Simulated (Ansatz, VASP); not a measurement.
**SiSbTe3: VASP beside Ansatz**

```
Si Sb Te
1.0
     5.37397    0.00000    0.00000
     0.00000    5.37397    0.00000
     0.00000    0.00000    5.37397
Si Sb Te
1 1 3
Direct
  0.00000 0.00000 0.00000
  0.50000 0.50000 0.50000
  0.50000 0.00000 0.00000
  0.00000 0.50000 0.00000
  0.00000 0.00000 0.50000
```

Alike in both runs: task single point; functional PBE; k mesh 4 × 4 × 4; occupations gaussian, width 0.1 eV; no spin polarisation.

|  | VASP | Ansatz |
| --- | --- | --- |
| version | VASP 6.6.1 | Ansatz 0.2.0 |
| potentials or method | VASP PAW PBE potentials, release 64 (Si, Sb, Te) | scalar-relativistic, plane waves, PAW |
| plane-wave cutoff (eV) | 520 | 420 |
| valence electrons in the cell | 27 | 67 |

```tsv
	VASP	Ansatz	Ansatz less VASP
gap on the k mesh at the Fermi level (eV)	none	none	-
pressure (GPa)	-1.9	-1.8	+0.02
```

A gap of «none» marks a metal or a gap that the smearing closes. With one functional, cell and mesh, what is left measures potentials, basis and numerics. The two sets of potentials don't hold the same shells in valence.

The runs have no spin-orbit coupling, so splittings on Sb, Te are missing.
